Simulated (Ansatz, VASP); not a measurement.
AgB2Ru2 in VASP and in Ansatz

```xyz
5
Lattice="0.0000 3.9333 0.0000 3.9333 0.0000 0.0000 1.9667 1.9667 -4.4466" Properties=species:S:1:pos:R:3 pbc="T T T"
Ag    0.0000    0.0000    0.0000
Ru    1.9667    3.9333   -2.2233
Ru    3.9333    1.9667   -2.2233
B     1.9667    1.9667   -1.5395
B     3.9333    3.9333   -2.9071
```

Alike in both runs: functional PBE; k mesh 7 × 7 × 7; occupations gaussian, width 0.2724 eV; no spin polarisation.

Ansatz relaxed the structure, and its values are those at the end. VASP's run is a single point on that final structure, the one shown.

|  | VASP | Ansatz |
| --- | --- | --- |
| version | VASP 6.6.1 | Ansatz 0.2.0 |
| potentials or method | VASP PAW PBE potentials, release 64 (Ag, Ru_pv, B) | PAW plane waves |
| plane-wave cutoff (eV) | 520 | 420 |
| valence electrons in the cell | 45 | 57 |

```csv
,VASP,Ansatz,Ansatz less VASP
pressure (GPa),0.0,0.0,-0.01
```

The functional is the same, so the differences come from potentials, cutoffs and numerics. The two sets of potentials don't hold the same shells in valence.
